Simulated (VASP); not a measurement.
```
LiH
1.0
    0.00000     1.99919     1.99919
    1.99919     0.00000     1.99919
    1.99919     1.99919     0.00000
Li H
1 1
Direct
  0.00000   0.00000   0.00000
  0.50000   0.50000   0.50000
```

These are PBE GGA, VASP's PBE PAW potentials (set 64) (plane waves; VASP) values and carry that method's errors. Numerical set-up: 520 eV cut-off, 11×11×11 Γ-centred mesh, Gaussian smearing of 0.010 eV, potentials Li_sv H.

Problem. Give the electronic dielectric tensor ε∞ (DFPT, local fields included).

Solution. 
```
4.41  0.00  0.00
0.00  4.41  0.00
0.00  0.00  4.41
```

Problem. Give the Born effective charges.

Solution. 
| atom | Z*xx | Z*yy | Z*zz | mean |
|---|---|---|---|---|
| Li1 | 1.02 | 1.02 | 1.02 | 1.02 |
| H2 | -1.02 | -1.02 | -1.02 | -1.02 |

Problem. And the static tensor with the ions free?

Solution. 
```
14.9  0.00  0.00
0.00  14.9  0.00
0.00  0.00  14.9
```

Problem. Which frequencies do the optical Γ-point modes have (no LO-TO splitting)?

Solution. 591 (×3) cm⁻¹.

The compound is LiH in the rock salt structure. It was relaxed first, which changed the volume by -6 %.
